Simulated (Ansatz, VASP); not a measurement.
## TiPdSe4: VASP beside Ansatz

```
CELL_PARAMETERS angstrom
0.00000 3.95445 3.95445
3.95445 0.00000 3.95445
3.95445 3.95445 0.00000
ATOMIC_POSITIONS crystal
Ti 0.25000 0.25000 0.25000
Pd 0.00000 0.00000 0.00000
Se 0.62490 0.62490 0.12530
Se 0.62490 0.12530 0.62490
Se 0.12530 0.62490 0.62490
Se 0.62490 0.62490 0.62490
```

Change from the starting cell: species swapped into the HoCdCu4 type (F-43m, No. 216).

Alike in both runs: functional PBE; k mesh 3 × 3 × 3; occupations gaussian, width 0.15 eV; collinear spin.

Ansatz relaxed the structure, and its values are those at the end. VASP's run is a single point on that final structure, the one shown.

|  | VASP | Ansatz |
| --- | --- | --- |
| version | VASP 6.6.1 | Ansatz 0.2.0 |
| potentials or method | VASP PAW PBE potentials, release 64 (Ti_sv, Pd, Se) | scalar-relativistic, plane waves, PAW |
| plane-wave cutoff (eV) | 520 | 420 |
| valence electrons in the cell | 46 | 94 |

Ansatz gave:

* gap on the k mesh at the Fermi level (eV): none
* pressure (GPa): 0.6
* rms of the force components (eV/Å): 0.043
* net moment per atom (μB): 0.14
* size of the moment on the site where the two differ most (μB): 1.24

Question: Which values does VASP return?

Answer: gap on the k mesh at the Fermi level (eV): none; pressure (GPa): -0.5; rms of the force components (eV/Å): 0.045; net moment per atom (μB): 0.00; size of the moment on the site where the two differ most (μB): 0.00.

The net moments differ so much that the two runs ended in different magnetic states, which moves the other rows too. Site moments also hang on the region over which each program counts them. A gap of «none» marks a metal or a gap that the smearing closes. The two sets of potentials don't hold the same shells in valence.

Caveats: the k mesh is coarse (spacing up to 0.46 Å⁻¹), so the values aren't converged.
